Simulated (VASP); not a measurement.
Given:

```
CELL_PARAMETERS angstrom
      2.54633     0.00000     0.00000
     -1.27317     2.20519     0.00000
      0.00000     0.00000     4.21166
ATOMIC_POSITIONS crystal
  B  0.66667 0.33333 0.99978
  B  0.33333 0.66667 0.49978
  N  0.66667 0.33333 0.62522
  N  0.33333 0.66667 0.12522
```

All values below come from r2SCAN meta-GGA, VASP's PBE PAW potentials (set 64) (plane waves; VASP). Run with 520 eV cut-off, 11×11×6 Γ-centred mesh, tetrahedra with Blöchl corrections, potentials B N.

Task: Tabulate the total density of states (states/eV per cell) against energy (eV; zero at the valence-band maximum or, without a gap, the Fermi level).

Result: 
(E (eV), DOS (states/eV)): (-9.97, 0.85); (-9.13, 1.56); (-8.41, 0.90); (-7.57, 0.74); (-6.85, 1.07); (-6.01, 1.32); (-5.17, 1.40); (-4.45, 1.64); (-3.61, 2.01); (-2.77, 1.71); (-2.05, 1.01); (-1.21, 0.55); (-0.37, 0.15); (0.35, 0.00); (1.19, 0.00); (1.91, 0.00); (2.75, 0.00); (3.59, 0.00); (4.31, 0.00); (5.15, 0.00); (5.87, 0.00); (6.71, 0.10); (7.55, 1.10); (8.27, 1.24); (9.11, 1.02)
Within 2 eV below the valence-band maximum the largest weight inside VASP's projection spheres is N p, then B p.

The structure comes from a computed database's BN entry (P6_3mc); how it stands against other phases isn't given here. It was relaxed first.
